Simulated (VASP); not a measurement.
# NiBO3 (R-3c) in VASP: single point with PBEsol

Aim: the single point of NiBO3 with PBEsol.

Program: VASP 6.6.1. These are calculated values, not measurements. Logs are shortened: lines on timing, memory, paths and dates and some standing lists are left out, and cuts for length are marked.

### 1 The structure

The structure is trigonal, space group R-3c (No. 167). Conventional cell: a = 4.542 Å, b = 4.542 Å, c = 14.534 Å, α = 90.00°, β = 90.00°, γ = 120.00°. O (site symmetry 2) has 1 B at 1.36 Å as nearest neighbours. Around Ni (site symmetry -3) lie 6 O at 2.01 Å. B (site symmetry 32) has 3 O at 1.36 Å as nearest neighbours.

The cell was built by a generator and needn't be a form met in nature.

### 2 Single point, PBEsol

INCAR reads:

```
ALGO = Fast
EDIFF = 1E-7
ENCUT = 520
GGA = PS
ISIF = 2
ISMEAR = -1
LASPH = T
LCHARG = T
LELF = T
LREAL = F
LVHAR = T
LWAVE = F
NBANDS = 42
NELM = 100
PREC = Accurate
SIGMA = 0.1
```

KPOINTS reads:

```
k-points
0
Gamma
  7 7 7
```

POSCAR reads:

```
NiBO3
1.0
    2.2711792400      3.9337974200      0.0000000000
   -2.2711792400      3.9337974200      0.0000000000
    0.0000000000     -2.6225282800      4.8445437800
O Ni B
6 2 2
Direct
    0.9516300000      0.2500000000      0.7500000000
    0.5483700000      0.9516300000      0.7500000000
    0.2500000000      0.5483700000      0.7500000000
    0.0483700000      0.7500000000      0.2500000000
    0.4516300000      0.0483700000      0.2500000000
    0.7500000000      0.4516300000      0.2500000000
    0.0000000000      0.0000000000      0.0000000000
    0.5000000000      0.5000000000      0.5000000000
    0.2500000000      0.2500000000      0.7500000000
    0.7500000000      0.7500000000      0.2500000000
```

Potentials or basis: VASP PAW PBE potentials, release 64 (O, Ni, B).

On the command line:

```bash
$ cat potpaw_PBE.64/O/POTCAR potpaw_PBE.64/Ni/POTCAR potpaw_PBE.64/B/POTCAR > POTCAR
$ mpirun -np 1 vasp_std > vasp.out
```

OUTCAR:

```text
EDIFF = 1E-7
   ENCUT = 520
   GGA = PS
   ISIF = 2
   ISMEAR = -1
   LASPH = T
   LREAL = F
   NELM = 100
   PREC = Accurate

 ion  position               nearest neighbor table
   1  0.952  0.250  0.750-   9 1.36   7 2.01   8 2.01
   2  0.548  0.952  0.750-   9 1.36   8 2.01   7 2.01
   3  0.250  0.548  0.750-   9 1.36   8 2.01   7 2.01
   4  0.048  0.750  0.250-  10 1.36   7 2.01   8 2.01
   5  0.452  0.048  0.250-  10 1.36   8 2.01   7 2.01
   6  0.750  0.452  0.250-  10 1.36   8 2.01   7 2.01
   7  0.000  0.000  0.000-   1 2.01   4 2.01   3 2.01   6 2.01   5 2.01   2 2.01
   8  0.500  0.500  0.500-   3 2.01   6 2.01   4 2.01   1 2.01   5 2.01   2 2.01
   9  0.250  0.250  0.750-   1 1.36   3 1.36   2 1.36
  10  0.750  0.750  0.250-   4 1.36   6 1.36   5 1.36

  LATTYP: Found a trigonal (rhomboedric) cell.
 ALAT       =     5.5088371127
 COS(alpha) =     0.6600515390

  Lattice vectors:

 A1 = (  -2.2711792400,   1.3112691400,   4.8445437800)
 A2 = (   0.0000000000,  -2.6225282800,   4.8445437800)
 A3 = (   2.2711792400,   1.3112691400,   4.8445437800)

Analysis of symmetry for initial positions (statically):
=====================================================================
 Subroutine PRICEL returns:
 Original cell was already a primitive cell.

 Routine SETGRP: Setting up the symmetry group for a
 trigonal (rhombohedral) supercell.

 Subroutine GETGRP returns: Found 12 space group operations
 (whereof  6 operations were pure point group operations)
 out of a pool of 12 trial point group operations.

The static configuration has the point symmetry S_6 .
 The point group associated with its full space group is D_3d.

Analysis of symmetry for dynamics (positions and initial velocities):
=====================================================================
 Subroutine PRICEL returns:
 Original cell was already a primitive cell.

 Routine SETGRP: Setting up the symmetry group for a
 trigonal (rhombohedral) supercell.

 Subroutine GETGRP returns: Found 12 space group operations
 (whereof  6 operations were pure point group operations)
 out of a pool of 12 trial point group operations.

The dynamic configuration has the point symmetry S_6 .
 The point group associated with its full space group is D_3d.

 Subroutine INISYM returns: Found 12 space group operations
 (whereof  6 operations are pure point group operations),
 and found     1 'primitive' translations

----------------------------------------------------------------------------------------

                                     Primitive cell

  volume of cell :      86.5658

  direct lattice vectors                    reciprocal lattice vectors
     2.271179240  3.933797420  0.000000000     0.220149952  0.127103647  0.068805841
    -2.271179240  3.933797420  0.000000000    -0.220149952  0.127103647  0.068805841
     0.000000000 -2.622528280  4.844543780     0.000000000  0.000000000  0.206417786

  length of vectors
     4.542358119  4.542358119  5.508834633     0.263354480  0.263354480  0.206417786

  position of ions in fractional coordinates (direct lattice)
     0.951630000  0.250000000  0.750000000
     0.548370000  0.951630000  0.750000000
     0.250000000  0.548370000  0.750000000
     0.048370000  0.750000000  0.250000000
     0.451630000  0.048370000  0.250000000
     0.750000000  0.451630000  0.250000000
     0.000000000  0.000000000  0.000000000
     0.500000000  0.500000000  0.500000000
     0.250000000  0.250000000  0.750000000
     0.750000000  0.750000000  0.250000000

  ion indices of the primitive-cell ions
   primitive index   ion index
                 1           1
                 2           2
                 3           3
                 4           4
                 5           5
                 6           6
                 7           7
                 8           8
                 9           9
                10          10

----------------------------------------------------------------------------------------

 KPOINTS: k-points

Automatic generation of k-mesh.
 Grid dimensions read from file:
 generate k-points for:    7    7    7

 Generating k-lattice:

  Cartesian coordinates                     Fractional coordinates (reciprocal lattice)
     0.031449993  0.018157664  0.009829406     0.142857143  0.000000000  0.000000000
    -0.031449993  0.018157664  0.009829406     0.000000000  0.142857143  0.000000000
     0.000000000  0.000000000  0.029488255     0.000000000  0.000000000  0.142857143

  Length of vectors
     0.037622069  0.037622069  0.029488255

  Shift w.r.t. Gamma in fractional coordinates (k-lattice)
     0.000000000  0.000000000  0.000000000

 Subroutine IBZKPT returns following result:
 ===========================================

 Found     44 irreducible k-points:

 Following reciprocal coordinates:
            Coordinates               Weight
  0.000000  0.000000  0.000000      1.000000
  0.142857  0.000000 -0.000000      6.000000
  0.285714  0.000000 -0.000000      6.000000
  0.428571  0.000000 -0.000000      6.000000
  0.142857  0.142857 -0.000000      6.000000
  0.285714  0.142857 -0.000000     12.000000
[... 16 lines left out ...]
  0.142857  0.142857  0.142857      6.000000
  0.285714  0.142857  0.142857     12.000000
 [... further k-points ...]
   k-points           NKPTS =     44   k-points in BZ     NKDIM =     44   number of bands    NBANDS=     42
   number of dos      NEDOS =    301   number of ions     NIONS =     10
   total plane-waves  NPLWV =  54432
   dimension x,y,z NGX =    36 NGY =   36 NGZ =   42
   dimension x,y,z NGXF=    72 NGYF=   72 NGZF=   84
   ions per type =               6   2   2
   NGX,Y,Z   is equivalent  to a cutoff of  13.18, 13.18, 12.67 a.u.
   NGXF,Y,Z  is equivalent  to a cutoff of  26.35, 26.35, 25.35 a.u.
 SYSTEM =  unknown system
   PREC   = accura    normal or accurate (medium, high low for compatibility)
   ISTART =      0    job   : 0-new  1-cont  2-samecut
   ICHARG =      2    charge: 1-file 2-atom 10-const
   ISPIN  =      1    spin polarized calculation?
   LNONCOLLINEAR =      F non collinear calculations
   LSORBIT =      F    spin-orbit coupling
   LASPH  =      T    aspherical Exc in radial PAW
   ENCUT  =  520.0 eV  38.22 Ry    6.18 a.u.   8.45  8.45 10.24*2*pi/ulx,y,z
   NELM   =    100;   NELMIN=  2; NELMDL= -5     # of ELM steps
   EDIFF  = 0.1E-06   stopping-criterion for ELM
   LREAL  =      F    real-space projection
   EDIFFG = 0.1E-05   stopping-criterion for IOM
   NSW    =      0    number of steps for IOM
   IBRION =     -1    ionic relax: 0-MD 1-quasi-New 2-CG
   NFREE  =      0    steps in history (QN), initial steepest desc. (CG)
   ISIF   =      2    stress and relaxation
   ISYM   =      2    0-nonsym 1-usesym 2-fastsym
   POTIM  = 0.5000    time-step for ionic-motion
   TEBEG  =    0.0;   TEEND  =   0.0 temperature during run
   PSTRESS=    0.0 pullay stress
   NELECT =      62.0000    total number of electrons
   NUPDOWN=      -1.0000    fix difference up-down
   EMIN   =  10.00;   EMAX   =-10.00  energy-range for DOS
   EFERMI =   0.00;   METHOD = LEGACY
   ISMEAR =    -1;   SIGMA  =   0.10  broadening in eV -4-tet -1-fermi 0-gaus
   EFERMI_NEDOS =   21; number of points for ismear=-14 and -15
   IALGO  =     68    algorithm
   IMIX   =      4    mixing-type and parameters
     AMIX     =   0.40;   BMIX     =  1.00
     AMIX_MAG =   1.60;   BMIX_MAG =  1.00
  volume/ion in A,a.u.               =       8.66        58.42
  Fermi-wavevector in a.u.,A,eV,Ry     =   1.464727  2.767932 29.190275  2.145425
  Thomas-Fermi vector in A             =   2.580668
   LORBIT       =      0    0 simple, 1 ext, 2 COOP (PROOUT), +10 PAW based schemes
   GGA     = PS    functional components
   LHFCALC =     F    Hartree Fock is set to
   AEXX    =    0.0000 exact exchange contribution
   IVDW    =     0    specifies the selected vdW correction
   LEPSILON=     F    determine dielectric tensor
   LRPA    =     F    only Hartree local field effects (RPA)
 non-spin polarized calculation
 RMM-DIIS sequential band-by-band and
  energy-cutoff  :      520.00
  volume of cell :       86.57
 maximum number of plane-waves:      2370
 NGX is ok and might be reduce to    36
   NGX = 17   NGY = 17   NGZ = 21

 number of electron      62.0000003 magnetization

 Free energy of the ion-electron system (eV)
  ---------------------------------------------------
  ext. energy  EPLUGINS =         0.00000000
  ---------------------------------------------------
  free energy    TOTEN  =       -72.56997457 eV

  energy without entropy =      -72.39687977  energy(sigma->0) =      -72.48342717

 E-fermi :   4.1876     XC(G=0): -11.8292

 val. band max:        4.1854055123   @ k =   0.1429   0.0000   0.2857
 cond. band min:       4.1954715282   @ k =   0.4286   0.1429   0.1429
 fundamental gap:      0.0100660159
 Fermi energy:         4.1875777997

 k-point     1 :       0.0000    0.0000    0.0000
  band No.  band energies     occupation
      1     -16.6796      2.00000
      2     -15.5812      2.00000
      3     -14.3371      2.00000
      4     -14.3371      2.00000
      5     -14.0729      2.00000
      6     -14.0728      2.00000
[... 34 lines left out ...]
     41      16.4433      0.00000
     42      16.6763      0.00000

 k-point     2 :       0.1429    0.0000   -0.0000
  band No.  band energies     occupation
      1     -16.5916      2.00000
      2     -15.5731      2.00000
      3     -14.3856      2.00000
      4     -14.3432      2.00000
      5     -14.1395      2.00000
      6     -14.1192      2.00000
[... 34 lines left out ...]
     41      16.2327      0.00000
     42      17.5211      0.00000

 k-point     3 :       0.2857    0.0000   -0.0000
  band No.  band energies     occupation
      1     -16.3470      2.00000
      2     -15.5816      2.00000
      3     -14.5074      2.00000
      4     -14.3533      2.00000
      5     -14.3065      2.00000
      6     -14.2188      2.00000
[... 34 lines left out ...]
     41      16.1082      0.00000
     42      17.3558      0.00000

 k-point     4 :       0.4286    0.0000   -0.0000
  band No.  band energies     occupation
      1     -16.0112      2.00000
      2     -15.7122      2.00000
      3     -14.5824      2.00000
      4     -14.4930      2.00000
      5     -14.3448      2.00000
      6     -14.3025      2.00000
[... 844 lines left out ...]
     41      16.6103      0.00000
     42      16.6963      0.00000

 k-point    23 :       0.1429    0.1429    0.1429
  band No.  band energies     occupation
      1     -16.4719      2.00000
      2     -15.7165      2.00000
      3     -14.3649      2.00000
      4     -14.3074      2.00000
      5     -14.2336      2.00000
      6     -14.0989      2.00000
[... 34 lines left out ...]
     41      16.7271      0.00000
     42      17.0106      0.00000

 k-point    24 :       0.2857    0.1429    0.1429
  band No.  band energies     occupation
      1     -16.2779      2.00000
      2     -15.7203      2.00000
      3     -14.4850      2.00000
      4     -14.3828      2.00000
      5     -14.2892      2.00000
      6     -14.1584      2.00000
[... 34 lines left out ...]
     41      16.4119      0.00000
     42      16.9970      0.00000

 [... further k-points ...]
[... 5 lines left out ...]
  --------------------------------------------------------------------------------------
  -------------------------------------------------------------------------------------
  Total       -0.7090890     -0.7090888     -7.4392402      0.0000000     -0.0000051     -0.0000000
  in kB      -13.1239636    -13.1239609   -137.6869829      0.0000000     -0.0000947     -0.0000000
  external PRESSURE =     -54.6449692 kB  Pullay stress =       0.0000000 kB

 VOLUME and BASIS-vectors are now :
 -----------------------------------------------------------------------------
  energy-cutoff  :      520.00
  volume of cell :       86.57
      direct lattice vectors                 reciprocal lattice vectors
     2.271179240  3.933797420  0.000000000     0.220149952  0.127103647  0.068805841
    -2.271179240  3.933797420  0.000000000    -0.220149952  0.127103647  0.068805841
     0.000000000 -2.622528280  4.844543780     0.000000000  0.000000000  0.206417786

 POSITION                                       TOTAL-FORCE (eV/Angst)
 -----------------------------------------------------------------------------------
      1.59353      2.76007      3.63341        -0.855519     -1.481803     -0.000000
     -0.91588      3.93380      3.63341         1.711038     -0.000000     -0.000000
     -0.67765      1.17373      3.63341        -0.855519      1.481803      0.000000
     -1.59353      2.48499      1.21114         0.855519      1.481803      0.000000
      0.91588      1.31127      1.21114        -1.711038     -0.000000      0.000000
      0.67765      4.07134      1.21114         0.855519     -1.481803     -0.000000
      0.00000      0.00000      0.00000         0.000000      0.000000     -0.000000
      0.00000      2.62253      2.42227         0.000000      0.000000     -0.000000
      0.00000      0.00000      3.63341        -0.000000      0.000000     -0.000000
      0.00000      5.24506      1.21114         0.000000      0.000000     -0.000000
 -----------------------------------------------------------------------------------
    total drift:                                0.000000     -0.000000      0.000000

  FREE ENERGIE OF THE ION-ELECTRON SYSTEM (eV)
  ---------------------------------------------------
  free  energy   TOTEN  =       -72.5699745749 eV

  energy  without entropy=      -72.3968797712  energy(sigma->0) =      -72.48342717
```

Run time: 3.4 min. Hardware: 1 thread of AMD EPYC 9R45 (Zen 5), shared host; peak memory 0.27 GiB.

Results:

```yaml
Free_energy: -72.5700 eV
Pressure: -5.5 GPa
Largest_force: 1.711 eV/Å
Band_gap_on_the_k_mesh: none (metal or under the smearing width)
```

Forces on the atoms (eV/Å):
```
O   -0.856 -1.482  0.000
O    1.711  0.000  0.000
O   -0.856  1.482  0.000
O    0.856  1.482  0.000
O   -1.711  0.000  0.000
O    0.856 -1.482  0.000
Ni   0.000  0.000  0.000
Ni   0.000  0.000  0.000
B    0.000  0.000  0.000
B    0.000  0.000  0.000
```

Caveat: the PAW data sets were made with another functional, which shifts forces and pressure a little; the run has no spin polarisation, though such a crystal can be magnetic; semilocal functionals often make such compounds metallic where correlation or magnetic order opens a gap, which also shifts bond lengths.
